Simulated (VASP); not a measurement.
Ag:

```xyz
1
Lattice="0.0000 2.0427 2.0427 2.0427 0.0000 2.0427 2.0427 2.0427 0.0000" Properties=species:S:1:pos:R:3 pbc="T T T"
Ag    0.0000    0.0000    0.0000
```

- Program: VASP 6.6.1
- Task: relaxation of cell and atoms
- Functional: PBE
- Potentials or basis: VASP PAW PBE potentials, release 64 (Ag)
- Cutoff: 600 eV
- k mesh: 16 × 16 × 16
- Occupations: methfessel-paxton, width 0.1 eV
- Spin: no spin polarisation

At the start: pressure 4.5 GPa; volume 17.05 Å³/atom.

Task: Where does the relaxation end?

Result: Over 3 steps the energy falls by 10.3 meV/atom and the volume is 17.81 Å³/atom (+4.5 %); space group Fm-3m (No. 225, to 0.05 Å).

The path:
```tsv
step	energy change (eV)	largest force (eV/Å)	pressure (GPa)	volume (Å³)
1	0.0000	0.0000	4.53	17.05
2	-0.0072	0.0000	-2.08	18.27
3	-0.0103	0.0000	0.02	17.81
```

Final structure:
```cif
data_structure
_symmetry_space_group_name_H-M 'P 1'
_symmetry_Int_Tables_number 1
_cell_length_a 2.9315
_cell_length_b 2.9315
_cell_length_c 2.9315
_cell_angle_alpha 60.000
_cell_angle_beta 60.000
_cell_angle_gamma 60.000
_cell_volume 17.81
loop_
_atom_site_label
_atom_site_type_symbol
_atom_site_fract_x
_atom_site_fract_y
_atom_site_fract_z
_atom_site_occupancy
Ag1 Ag 0.00000 0.00000 0.00000 1
```
